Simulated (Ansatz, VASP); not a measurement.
# Cross-check of Ge between VASP and Ansatz

Wanted: the spread between two codes on one cell, functional and k mesh. Of the first pair: The cell is taken from a series of runs on this material, whose earlier steps may have relaxed, scaled, displaced or heated it; both programs get it as it stands.

Calculated with Ansatz 0.2.0; plane waves, with VASP 6.6.1 beside it; relaxation of cell and atoms at PBEsol and single point at PBEsol.

## (1) The structure

It takes space group Fd-3m (No. 227, cubic). The conventional cell has a = 5.676 Å, b = 5.676 Å, c = 5.676 Å, α = 90.00°, β = 90.00°, γ = 90.00°. Ge has 4 Ge at 2.46 Å nearest.

## (2) Ansatz: relaxation of cell and atoms, PBEsol

Ansatz runs on its PAW soft_1 files.

The relaxed volume is the usual yardstick between codes: in a stiff, nearly cubic crystal its relative difference is about their pressure difference at one cell divided by the bulk modulus.

File input.yaml:

```yaml
crystal:
  lattice:
    - [0.0, 2.8378169712, 2.8378169712]
    - [2.8378169712, 0.0, 2.8378169712]
    - [2.8378169712, 2.8378169712, 0.0]
  atoms:
    - { symbol: Ge, position: [0.5, 0.5, 0.5] }
    - { symbol: Ge, position: [0.75, 0.75, 0.75] }
kpoints:
  mp_grid: { grid: [8, 8, 8] }
scf:
  occupations: { method: fermi_dirac, width: 0.02 }
hamiltonian:
  xc: pbesol
  pseudopotentials: { kind: paw, azcp: { folder: soft_1 }, xc_functional: pbe }
basis:
  ecutwfc: 600
output:
  forces: true
  stress: true
  write_density: true
  write_potential: true
  elf: true
  volumetric_format: npy
relax:
  f_tol: 0.005
  max_steps: 70
  cell: { stress_tol: 0.02, p_target: 0 }
```

Command:

```bash
ansatz run input.yaml --threads 4 --pin off --max-ram 10240MiB --backend cpu --events-out ev --progress --plain --runs-dir out
```

Numbers of over 12 decimals in the logs are rounded to 6 here.

Log:

```text
Engine: ansatz 0.2.0, aarch64-unknown-linux-gnu
Pseudopotentials: kind: paw
Pseudopotential: Ge, paw, valence charge 14, recommended cutoff 420 eV (normal), soft_1/Ge.paw.azcp
Functional definition: PBEsol
  exchange = pbesol_x
  correlation = pbesol_c
Crystal: 2 atoms, lattice volume = 45.707 Å³
Basis set: ecut = 600 eV, 1471 PW (Γ), exchange–correlation on 72×72×72 points (8 copies of the dense FFT grid, shifted against one another)
Bands: 18, of which v1, the nominal top of the filled ones, is band 14 counted from 1 (13 counted from 0)
Symmetry: 48 space group operations
Space group: Fd-3m (ITA 227), of the structure as read, at distance tolerance 3.6e-5 Å
k-points: 29 of 512
Non-local potential: Ge, projectors of the file, l = 0: 2, l = 1: 2, l = 2: 3, l = 3: 1
PAW form: soft (Blöchl's): semilocal exchange-correlation on the pseudo side does not see the compensation charge
PAW frozen core: Ge, regenerated for the run's functional, and the local potential with it (the file was generated under x = pbe(κ = 0.804, μ = 0.219515), c = pbe(β = 0.066725))
PAW one-centre angular grid: Ge, 590 points (default); XC on 64 Gauss nodes
Initial density: superposition of atomic densities (chi_scale 0.1, normalization cell)
Initial wavefunctions: pseudopotential atomic-orbital guess
Functional: x = pbesol(κ = 0.804, μ = 0.123457), c = pbesol(β = 0.046)
SCF iter   1: F=—  HF=-8507.067691 eV  |F-HF|=—  |Δ(HF+E_count)|=         —  Δρ=3.50e-2  dr2=4.46e-1  ethr=3.10e-3  ⟨swp⟩=6.1  Hψ=2432  notcnv=0
preconditioner: auto → none  [insulator: Δε(μ)=0.178 eV  Ē_g=23.245 eV  σ=0.020 eV  W_gap=0.67  n_scr=14 (ndim 8)  ℏωp=29.1 eV  f_vac=0.000  D(μ)=0.13/eV (n_scr^D=0)  ε∞_Penn≈2.6]
SCF iter   2: F=—  HF=-8507.003857 eV  |F-HF|=—  |Δ(HF+E_count)|=   6.38e-2  Δρ=1.68e-2  dr2=8.51e-2  ethr=1.59e-3  ⟨swp⟩=2.0  Hψ=853  notcnv=0
SCF iter   3: F=—  HF=-8506.997113 eV  |F-HF|=—  |Δ(HF+E_count)|=   6.74e-3  Δρ=1.53e-3  dr2=2.80e-4  ethr=3.04e-4  ⟨swp⟩=2.5  Hψ=734  notcnv=0
SCF iter   4: F=—  HF=-8506.997273 eV  |F-HF|=—  |Δ(HF+E_count)|=   1.61e-4  Δρ=1.32e-4  dr2=5.96e-6  ethr=1.00e-6  ⟨swp⟩=2.0  Hψ=881  notcnv=0
SCF iter   5: F=—  HF=-8506.997270 eV  |F-HF|=—  |Δ(HF+E_count)|=   3.27e-6  Δρ=1.50e-4  dr2=7.22e-6  ethr=2.13e-8  ⟨swp⟩=2.0  Hψ=930  notcnv=0
SCF iter   6: F=—  HF=-8506.997258 eV  |F-HF|=—  |Δ(HF+E_count)|=   1.18e-5  Δρ=4.28e-5  dr2=5.78e-7  ethr=2.13e-8  ⟨swp⟩=2.0  Hψ=929  notcnv=0
SCF iter   7: F=-8506.997257 eV  HF=-8506.997257 eV  |F-HF|=3.56e-8  |Δ(HF+E_count)|=   9.42e-7  Δρ=5.86e-6  dr2=9.97e-9  ethr=3.57e-10  ⟨swp⟩=7.7  Hψ=3114  notcnv=0
SCF 1 converged in 7 iterations: F = -8506.997257 eV  dr2 = 9.97e-9
  Residual-converged pass: ⟨swp⟩=1.0  Hψ=638  notcnv=0  max |occ|·‖R‖ = 7.0e-9 eV (tolerance 1.0e-8 eV)  dr2=9.97e-9  dr2_onsite=2.99e-8  max |Δocc| = 1.0e-10
  greatest PAW one-centre occupation: 0.998 electrons in one spin orbital (limit 2), on the Ge atom at site 1 (counted from 0), in its partial waves of l = 2
relax step   1: F+E_penalty+E_count = -8506.99725734 eV  Δ(F+E_penalty+E_count) = +0.000e0 eV  max|allowed force component| = 1.156e-18 eV/Å  Δτ_max = 0.0000 Å  P = +0.009 GPa  Ω = 45.707 Å³  (7 SCF iters, dr2 threshold 1.00e-7 eV, accepted)
Initial density: handed on by an earlier stage of this run
Initial wavefunctions: pseudopotential atomic-orbital guess (no wavefunctions were taken with the density)
iter 1 solved again at ethr=2.11e-7 eV; its pass at ethr=3.10e-3 eV (dr2=5.90e-5 eV) is discarded
SCF iter   1: F=—  HF=-8506.997258 eV  |F-HF|=—  |Δ(HF+E_count)|=         —  Δρ=5.39e-6  dr2=8.56e-9  ethr=2.11e-7  ⟨swp⟩=3.0  Hψ=3752  notcnv=0
eigensolver tolerance schedule: the retry pair's looser diagonalisation over-reported the residual by 6899.93 of it (diagonalisation noise at 0.88 of the residual, at the tolerance the schedule requests for it); recorded, not acted on — ethr = c·dr2/N_el stays at c = 1.0e-1
preconditioner: auto → none  [insulator: Δε(μ)=0.088 eV  Ē_g=23.382 eV  σ=0.020 eV  W_gap=0.62  n_scr=14 (ndim 8)  ℏωp=29.1 eV  f_vac=0.062  D(μ)=0.15/eV (n_scr^D=0)  ε∞_Penn≈2.5]
SCF iter   2: F=—  HF=-8506.997257 eV  |F-HF|=—  |Δ(HF+E_count)|=   3.39e-7  Δρ=6.18e-7  dr2=1.01e-10  ethr=3.06e-11  ⟨swp⟩=2.1  Hψ=932  notcnv=0
SCF iter   3: F=—  HF=-8506.997257 eV  |F-HF|=—  |Δ(HF+E_count)|=  4.91e-11  Δρ=4.05e-7  dr2=3.85e-11  ethr=1.00e-12  ⟨swp⟩=5.9  Hψ=2482  notcnv=0
SCF iter   4: F=-8506.997257 eV  HF=-8506.997257 eV  |F-HF|=5.46e-12  |Δ(HF+E_count)|=  5.82e-11  Δρ=3.16e-8  dr2=3.35e-13  ethr=1.00e-12  ⟨swp⟩=4.0  Hψ=2110  notcnv=0
SCF 2 converged in 4 iterations: F = -8506.997257 eV  dr2 = 3.35e-13
relax step   2: F+E_penalty+E_count = -8506.99725736 eV  Δ(F+E_penalty+E_count) = -2.013e-8 eV  max|allowed force component| = 1.388e-17 eV/Å  Δτ_max = 0.0000 Å  P = +0.009 GPa  Ω = 45.707 Å³  stress off target by 9.16e-3 GPa  SCF on the basis re-selected at this cell (its energy is not comparable with the rows above)  (4 SCF iters)
basis re-selected at this cell: Δ(F+E_penalty+E_count) = -2.013e-8 eV, ΔP = +0.000 GPa vs the last step (what re-selecting the basis moved, of the pressure what is left beyond the Pulay correction that the steps carried, after the strain that the cell walked since its last selection, with what the two solves' SCF thresholds leave and, on support functions, any second-order correction that the steps lacked; it is no m [...]
SCF converged after 4 iterations
Free energy (F): -8506.997257 eV
Harris-Foulkes:  -8506.997257 eV  (|F-HF|=5.46e-12)
Internal energy: -8506.997070 eV  (E = F + TS)
E sigma→0 (E₀):  -8506.997164 eV
Entropy (-TS):   -0.000187 eV (-0.094 meV/atom)
Fermi energy:    8.299271 eV
--- Per-component energies (eV) ---
  E_band       = -306.679152
  E_kinetic    = 185.600708
  E_local      = -4517.926100  (includes V_loc(G=0)·N_el)
  E_nonlocal   = 438.970682
  E_hartree    = 2150.312372
  E_xc         = -142.117228
  E_vxc        = -130.233687  (∫ρ·V_xc dr)
  E_paw        = -3944.972703  (= ΣΔE_a)
  E_vpaw       = -583.715534  (= ΣTr[D̂ρ^β])
  E_aug_tail   = 0.000002  (compensation charges beyond the density's cutoff)
  E_ewald      = -2678.700678
  E_core_change = 1.835876  (= ΣΔE_core)
  E_smearing   = -0.000187  (= −TS)
  E_closure    = -0.000000  (closes the sum)
  Σ components = -8506.997257   (vs F -8506.997257, Δ=0.00e0)
--- Forces (eV/Å), atoms counted from 1 ---
  atom   1  Ge    -0.00000000     0.00000000     0.00000000
  atom   2  Ge    -0.00000000     0.00000000     0.00000000
  max |Σ_I F_I| component: 2.13e-16 eV/Å
--- Stress (GPa, compression-positive) ---
        0.009159       0.000000      -0.000000
        0.000000       0.009159      -0.000000
        0.000000      -0.000000       0.009159
  P = ⅓ Tr σ = 0.0092 GPa (0.092 kbar)
--- Band table (eV; the first three rows and the last of 29) ---
  k-point 0: bands = [... 10 lower, -4.4330, 8.1867, 8.2878, 8.2878, 8.2878, 10.8087, 10.8087, 10.8087]
  k-point 1: bands = [... 10 lower, -4.2440, 5.9010, 7.9549, 7.9549, 9.2423, 11.2536, 11.2536, 11.7029]
  k-point 2: bands = [... 10 lower, -3.6960, 3.5625, 7.4119, 7.4119, 8.8695, 11.8778, 11.8778, 13.8012]
  k-point 28: bands = [... 10 lower, -0.4792, -0.4792, 4.3955, 4.3955, 12.5304, 12.5304, 12.9130, 12.9130]
--- Relaxed structure (1 steps of the walk, 1 accepted, 1 SCFs on fresh bases) ---
  F+E_penalty+E_count = -8506.99725736 eV   max|allowed force component| = 1.388e-17 eV/Å   (the final SCF, on the basis selected at the relaxed cell)
  cell:  # Å, volume = 45.7070 Å³
    - [0.0, 2.8378169712, 2.8378169712]
    - [2.8378169712, 0.0, 2.8378169712]
    - [2.8378169712, 2.8378169712, 0.0]
  atoms:
    - { symbol: Ge, position: [0.5, 0.5, 0.5] }
    - { symbol: Ge, position: [0.75, 0.75, 0.75] }
```

In the SCF lines HF is the Harris–Foulkes energy and dr2 the Hartree energy of the density residual, in eV; the loop may stop once dr2 is under the threshold and the program's other checks hold. Hψ counts applications of the Hamiltonian.

## (3) VASP: relaxation of cell and atoms, PBEsol

The same cell, functional, mesh and smearing now go to VASP, with its own data sets.

Lines of VASP's logs that name or quote its potential files are left out, and so is its time.

File INCAR:

```
SYSTEM = Ge
PREC = Accurate
ENCUT = 500
EDIFF = 1E-07
NELM = 120
ISMEAR = -1
SIGMA = 0.02
LREAL = .FALSE.
ALGO = Normal
GGA = PS
NBANDS = 20
LORBIT = 11
LWAVE = .FALSE.
LCHARG = .FALSE.
ISIF = 3
IBRION = 2
NSW = 80
EDIFFG = -0.005
LASPH = .TRUE.
GGA_COMPAT = .FALSE.
NELMIN = 4
```

File POSCAR:

```
Ge
1.0
    0.0000000000      2.8378169712      2.8378169712
    2.8378169712      0.0000000000      2.8378169712
    2.8378169712      2.8378169712      0.0000000000
Ge
2
Direct
    0.5000000000      0.5000000000      0.5000000000
    0.7500000000      0.7500000000      0.7500000000
```

File KPOINTS:

```
Automatic mesh
0
Gamma
8 8 8
0 0 0
```

Potentials, in the order of the species: Ge_d (PBE family, release 64).

Command:

```bash
mpirun -np 1 vasp_std
```

Log:

```text
[banner, memory and clock lines left out]
running    1 mpi-ranks, on    1 nodes
 distrk:  each k-point on    1 cores,    1 groups
 distr:  one band on    1 cores,    1 groups

 POSCAR found type information on POSCAR Ge
 POSCAR found :  1 types and       2 ions
|                                                                             |
|               ----> ADVICE to this user running VASP <----                  |
|                                                                             |
|     You enforced a specific xc type in the INCAR file but a different       |
|     [... a line on the potential file left out ...]
|     I HOPE YOU KNOW WHAT YOU ARE DOING!                                     |
|                                                                             |

 LDA part: xc-table for (Slater+PW92), standard interpolation
 POSCAR, INCAR and KPOINTS ok, starting setup
 FFT: planning ... GRIDC
 FFT: planning ... GRID_SOFT
 FFT: planning ... GRID
 WAVECAR not read
 entering main loop
       N       E                     dE             d eps       ncg     rms          rms(c)
DAV:   1     0.182106951289E+03    0.18211E+03   -0.14750E+04  1228   0.371E+03
DAV:   2     0.159887314888E+02   -0.16612E+03   -0.16150E+03  1160   0.582E+02
DAV:   3    -0.918900984180E+01   -0.25178E+02   -0.25005E+02  1316   0.145E+02
DAV:   4    -0.999896974894E+01   -0.80996E+00   -0.80940E+00  1300   0.305E+01
DAV:   5    -0.100122564226E+02   -0.13287E-01   -0.13286E-01  1320   0.431E+00    0.322E+00
DAV:   6    -0.991050786717E+01    0.10175E+00   -0.36178E-02  1524   0.238E+00    0.184E+00
DAV:   7    -0.986177666826E+01    0.48731E-01   -0.59645E-02  1260   0.254E+00    0.157E-01
DAV:   8    -0.986281907783E+01   -0.10424E-02   -0.71290E-03  1292   0.122E+00    0.516E-02
DAV:   9    -0.986292569303E+01   -0.10662E-03   -0.23863E-04  1324   0.222E-01    0.116E-02
DAV:  10    -0.986294179297E+01   -0.16100E-04   -0.21891E-05  1468   0.400E-02    0.554E-03
DAV:  11    -0.986294296329E+01   -0.11703E-05   -0.53151E-06  1576   0.376E-02    0.146E-03
DAV:  12    -0.986294250957E+01    0.45372E-06   -0.97946E-07  1528   0.196E-02    0.278E-04
DAV:  13    -0.986294249091E+01    0.18656E-07   -0.17961E-08   816   0.146E-03
   1 F= -.98629425E+01 E0= -.98628516E+01  d E =-.986294E+01
 curvature:   0.00 expect dE= 0.000E+00 dE for cont linesearch  0.000E+00
 trial: gam= 0.00000 g(F)=  0.334E-46 g(S)=  0.120E-03 ort = 0.000E+00 (trialstep = 0.100E+01)
 search vector abs. value=  0.120E-03
 bond charge predicted
       N       E                     dE             d eps       ncg     rms          rms(c)
DAV:   1    -0.986563355882E+01   -0.26910E-02   -0.35599E-02  1580   0.364E+00    0.304E-01
DAV:   2    -0.986363308506E+01    0.20005E-02   -0.26066E-03  1516   0.101E+00    0.151E-01
DAV:   3    -0.986300696401E+01    0.62612E-03   -0.97556E-04  1528   0.538E-01    0.361E-02
DAV:   4    -0.986296598072E+01    0.40983E-04   -0.11677E-04  1504   0.208E-01    0.761E-03
DAV:   5    -0.986296477524E+01    0.12055E-05   -0.74802E-06  1320   0.511E-02    0.527E-03
DAV:   6    -0.986296506397E+01   -0.28873E-06   -0.40852E-07  1216   0.112E-02    0.310E-04
DAV:   7    -0.986296511167E+01   -0.47701E-07   -0.30322E-08   692   0.277E-03
   2 F= -.98629651E+01 E0= -.98628763E+01  d E =-.226208E-04
 trial-energy change:   -0.000023  1 .order   -0.000037   -0.000120    0.000045
 step:   0.5984(harm=  0.7251)  dis= 0.00000  next Energy=    -9.862975 (dE=-0.327E-04)
 bond charge predicted
       N       E                     dE             d eps       ncg     rms          rms(c)
DAV:   1    -0.986340802396E+01   -0.44296E-03   -0.57845E-03  1576   0.148E+00    0.122E-01
DAV:   2    -0.986308811584E+01    0.31991E-03   -0.41874E-04  1516   0.404E-01    0.606E-02
DAV:   3    -0.986298553203E+01    0.10258E-03   -0.15931E-04  1520   0.217E-01    0.144E-02
DAV:   4    -0.986297661812E+01    0.89139E-05   -0.19111E-05  1504   0.845E-02    0.303E-03
DAV:   5    -0.986297657817E+01    0.39953E-07   -0.12661E-06  1292   0.211E-02    0.214E-03
DAV:   6    -0.986297645980E+01    0.11837E-06   -0.64248E-08   728   0.478E-03    0.115E-04
DAV:   7    -0.986297644421E+01    0.15586E-07   -0.10012E-08   616   0.120E-03
   3 F= -.98629764E+01 E0= -.98628872E+01  d E =-.339533E-04
 curvature:  -0.29 expect dE=-0.156E-07 dE for cont linesearch -0.156E-07
 trial: gam=-0.02091 g(F)=  0.814E-46 g(S)=  0.545E-07 ort = 0.255E-05 (trialstep = 0.920E+00)
 search vector abs. value=  0.125E-09
 reached required accuracy - stopping structural energy minimisation
```

OUTCAR, selected parts (step 3):

```text
ion  position               nearest neighbor table
   1  0.500  0.500  0.500-   2 2.46   2 2.46   2 2.46   2 2.46
   2  0.750  0.750  0.750-   1 2.46   1 2.46   1 2.46   1 2.46

  LATTYP: Found a face centered cubic cell.
 ALAT       =     5.6756339424

 Subroutine GETGRP returns: Found 48 space group operations
 (whereof 24 operations were pure point group operations)

The static configuration has the point symmetry T_d .
 The point group associated with its full space group is O_h .

 Found     29 irreducible k-points:

   k-points           NKPTS =     29   k-points in BZ     NKDIM =     29   number of bands    NBANDS=     20

   dimension x,y,z NGX =    30 NGY =   30 NGZ =   30
   dimension x,y,z NGXF=    60 NGYF=   60 NGZF=   60

   ENCUT  =  500.0 eV  36.75 Ry    6.06 a.u.   7.32  7.32  7.32*2*pi/ulx,y,z

   NELECT =      28.0000    total number of electrons

 k-points in reciprocal lattice and weights: Automatic mesh
   0.00000000  0.00000000  0.00000000       0.002
   0.12500000  0.00000000  0.00000000       0.016
   0.25000000  0.00000000  0.00000000       0.016
   0.37500000  0.00000000  0.00000000       0.016
   0.50000000  0.00000000  0.00000000       0.008
   0.12500000  0.12500000  0.00000000       0.012
   0.25000000  0.12500000  0.00000000       0.047
   0.37500000  0.12500000  0.00000000       0.047
   0.50000000  0.12500000  0.00000000       0.047
[...]
-0.37500000  0.50000000  0.12500000       0.023
  -0.25000000  0.50000000  0.25000000       0.012

 average (electrostatic) potential at core
       1 -74.2275       2 -74.2275

 E-fermi :   4.8023

 k-point     1 :       0.0000    0.0000    0.0000
  band No.  band energies     occupation
    ...
     11      -7.9487      2.00000
     12       4.7137      1.97652
     13       4.7897      1.30563
     14       4.7897      1.30563
     15       4.7897      1.30560
     16       7.3175      0.00000
     17       7.3175      0.00000
     18       7.3175      0.00000
     19      10.9903      0.00000
     20      14.2478      0.00000

 k-point     2 :       0.1250    0.0000    0.0000
  band No.  band energies     occupation
    ...
     10     -19.6952      2.00000
     11      -7.7594      2.00000
     12       2.4076      2.00000
     13       4.4559      2.00000
     14       4.4559      2.00000
     15       5.7580      0.00000
     16       7.7638      0.00000
     17       7.7638      0.00000
     18       8.2159      0.00000
     19      11.9416      0.00000
    ...

 k-point     3 :       0.2500    0.0000    0.0000
  band No.  band energies     occupation
    ...
     10     -19.6850      2.00000
     11      -7.2100      2.00000
     12       0.0625      2.00000
     13       3.9116      2.00000
     14       3.9116      2.00000
     15       5.3828      0.00000
     16       8.3901      0.00000
     17       8.3901      0.00000
     18      10.3192      0.00000
     19      12.6263      0.00000
    ...

  Total       -0.0008682     -0.0008682     -0.0008682      0.0000000      0.0000000     -0.0000000
  in kB       -0.0304855     -0.0304855     -0.0304855      0.0000000      0.0000000     -0.0000000
  external PRESSURE =      -0.0304855 kB  Pullay stress =       0.0000000 kB

  energy-cutoff  :      500.00
  volume of cell :       45.63
      direct lattice vectors                 reciprocal lattice vectors
    -0.000000000  2.836152291  2.836152291    -0.176295188  0.176295188  0.176295188
     2.836152291  0.000000000  2.836152291     0.176295188 -0.176295188  0.176295188
     2.836152291  2.836152291 -0.000000000     0.176295188  0.176295188 -0.176295188

 POSITION                                       TOTAL-FORCE (eV/Angst)
 -----------------------------------------------------------------------------------
      2.83615      2.83615      2.83615         0.000000      0.000000      0.000000
      4.25423      4.25423      4.25423        -0.000000     -0.000000     -0.000000
 -----------------------------------------------------------------------------------
    total drift:                                0.000000     -0.000000     -0.000000

  FREE ENERGIE OF THE ION-ELECTRON SYSTEM (eV)
  ---------------------------------------------------
  free  energy   TOTEN  =        -9.8629764442 eV

  energy  without entropy=       -9.8627979050  energy(sigma->0) =       -9.86288717

 reached required accuracy - stopping structural energy minimisation

 total charge
# of ion       s       p       d       tot
------------------------------------------
    1        1.128   1.252  10.023  12.403
    2        1.128   1.252  10.023  12.403
--------------------------------------------------
tot          2.257   2.504  20.046  24.807

[... 3 further parts left out ...]
```

CONTCAR:

```
Ge
   1.00000000000000
    -0.0000000000000000    2.8361522910449795    2.8361522910449795
     2.8361522910449795    0.0000000000000000    2.8361522910449795
     2.8361522910449795    2.8361522910449795   -0.0000000000000000
  Ge
     2
Direct
     0.5000000000000000    0.5000000000000000    0.5000000000000000
     0.7500000000000000    0.7500000000000000    0.7500000000000000
```

## (4) Comparison

Known differences besides the potentials themselves: the cutoff is 600 eV in Ansatz and 500 eV in VASP; Ansatz makes its cores anew for this functional, VASP keeps those of its PBE data sets; Ansatz adds a Pulay correction to the stress that steers its cell, VASP none. Total energies have different zeros and are not compared.

The two programs side by side:

```csv
quantity,Ansatz,VASP,difference
volume (Å³),45.71,45.63,+0.18 %
"edge a after relaxation, in the typed setting (Å)",4.013,4.011,+0.06 %
```

(Part 1 of 2 ends here.)

[Lines on the potential files, build, host, timing and source positions are cut from VASP's logs without a mark.]

[Logs are printed without paths, hosts, clocks, repeated set-up lines and the standing remarks that a program may print on its own settings, such as how far it seeks lower states.]

[Hosts, paths, dates, database ids (printed as entryN), source tags and the programs' standing remarks are cut or masked in the printed files.]
